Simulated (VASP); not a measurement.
Write the native input for VASP 6.6.1 that does the following.

| Item | Value |
| --- | --- |
| Task | relaxation of cell and atoms |
| Functional | PBE |
| Potentials or basis | VASP PAW PBE potentials, release 64 (Sn_d, Bi_d, O) |
| Cutoff | 520 eV |
| k mesh | 4 × 4 × 4 |
| Occupations | gaussian, width 0.15 eV |
| Spin | no spin polarisation |
| Further INCAR settings | PREC = Normal; ALGO = Fast; EDIFF = 0.0001; IBRION = 2; EDIFFG = -0.08; NSW = 24; ISIF = 3 |

The structure of Sn2Bi2O lies in POSCAR:

```
Sn2Bi2O
1.0
   -2.3285200600      2.3285200600      5.6492790200
    2.3285200600     -2.3285200600      5.6492790200
    2.3285200600      2.3285200600     -5.6492790200
Sn Bi O
2 2 1
Direct
    0.2500000000      0.7500000000      0.5000000000
    0.7500000000      0.2500000000      0.5000000000
    0.6251377500      0.6251377500      0.0000000000
    0.3748622500      0.3748622500      0.0000000000
    0.0000000000      0.0000000000      0.0000000000
```

The cell was built by a generator and needn't be a form met in nature.

One way to write it, as run:

INCAR

```
ALGO     = Fast           # electronic algorithm
EDIFF    = 1E-4           # SCF threshold, eV
EDIFFG   = -0.08          # ionic threshold
ENCUT    = 520            # plane-wave cutoff, eV
GGA      = PE             # functional
IBRION   = 2              # ionic algorithm
ISIF     = 3              # what is computed and relaxed
ISMEAR   = 0              # smearing method
LASPH    = T              # aspherical terms in the spheres
LCHARG   = F              # write CHGCAR
LREAL    = F              # projectors in reciprocal space
LWAVE    = F              # write WAVECAR
NELM     = 60             # most SCF steps
NSW      = 24             # ionic steps
PREC     = Normal         # precision mode
SIGMA    = 0.15           # smearing width, eV
```

KPOINTS

```
k-points
0
Gamma
  4 4 4
```

Potentials or basis: VASP PAW PBE potentials, release 64 (Sn_d, Bi_d, O).

The run is started by

```sh
$ cat potpaw_PBE.64/Sn_d/POTCAR potpaw_PBE.64/Bi_d/POTCAR potpaw_PBE.64/O/POTCAR > POTCAR
$ mpirun -np 1 vasp_std > vasp.out
```

It gave:

```json
{"Relaxed volume": "27.15 Å³/atom", "Relaxed cell": "a = 8.281 Å, b = 8.281 Å, c = 8.281 Å, α = 150.70°, β = 150.70°, γ = 41.92°", "Space group after relaxing (to 0.05 Å)": "I4/mmm (No. 139)", "Energy gained by relaxing": "668.1 meV/atom", "Ionic steps": "22", "Pressure after relaxing": "0.1 GPa", "Largest force after relaxing": "0.015 eV/Å", "Band gap on the k mesh": "none (metal or under the smearing width)"}
```

Caveat: the k mesh is coarse (spacing up to 0.48 Å⁻¹), so the values aren't converged; spin-orbit coupling is left out, which moves the levels of the heavy elements; the relaxation stopped at a loose force limit of 0.08 eV/Å, so its end isn't a converged minimum.

Wall time 14 min on 1 thread of Intel(R) Xeon(R) Platinum 8488C (Sapphire Rapids) (shared host), peak memory 0.25 GiB.
